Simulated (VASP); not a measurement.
Input for VASP

KPOINTS:
```
K-points
0
Gamma
  13 13 7
```

POSCAR:
```
Ti
1
    1.5045000000    -2.6058700000     0.0000000000
    1.5045000000     2.6058700000     0.0000000000
    0.0000000000     0.0000000000     4.7736000000
Ti
2
Direct
  0.3333330000   0.6666670000   0.2500000000
  0.6666670000   0.3333330000   0.7500000000
```

**INCAR**
```
! general
SYSTEM =Ti
PREC   =Accurate
ENCUT  =400
LREAL  =.FALSE.
LASPH  =.TRUE.

! electronic loop
EDIFF  =1E-6
NELM   =100
ALGO   =Normal
LMAXMIX=4

! smearing
ISMEAR =1
SIGMA  =0.1

! functional
GGA    =PE

! ions
ISIF   =2

! output
LWAVE  =.FALSE.
LCHARG =.FALSE.
```

POTCAR, in this order: Ti_sv (PBE.64 set). Program: vasp_std.

Problem. Write an equivalent input for Ansatz.

Solution. One equivalent input (not run):
Ansatz 0.2 input:
```yaml
crystal:
  lattice:
    - [1.5045000, -2.6058700, 0.0000000]
    - [1.5045000, 2.6058700, 0.0000000]
    - [0.0000000, 0.0000000, 4.7736000]
  atoms:
    - { symbol: Ti, position: [0.3333330, 0.6666670, 0.2500000] }
    - { symbol: Ti, position: [0.6666670, 0.3333330, 0.7500000] }
kpoints:
  mp_grid: { grid: [13, 13, 7] }
hamiltonian:
  xc: pbe
  pseudopotentials: { kind: paw }
scf:
  occupations: { method: methfessel_paxton, width: 0.1 }
  max_iter: 100
output: { forces: true, stress: true, eigenvalues: true }
```
Limits of the translation: each code has its own PAW files, so the cut-off isn't converted (ENCUT is set for VASP's; basis.ecutwfc is left out, and Ansatz then takes the one that its files recommend); Ansatz stops its SCF on the density residual and VASP on the energy change (EDIFF).

The compound is Ti in the hcp structure. The cell was not relaxed at this level.
